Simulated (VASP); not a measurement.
Data:

```
C
1.0
    0.00000     1.77952     1.77952
    1.77952     0.00000     1.77952
    1.77952     1.77952     0.00000
C
2
Direct
  0.00000   0.00000   0.00000
  0.25000   0.25000   0.25000
```

These are PBE GGA with D4 dispersion, VASP's PBE PAW potentials (set 64) (plane waves; VASP) values and carry that method's errors. Numerical set-up: 520 eV cut-off, 13×13×13 Γ-centred mesh, Gaussian smearing of 0.050 eV, potentials C.

### Question
Predict the energy per atom (σ→0).

### Answer

The energy per atom (σ→0) is -9.306 eV/atom.

The compound is C in the diamond structure. It was relaxed first.
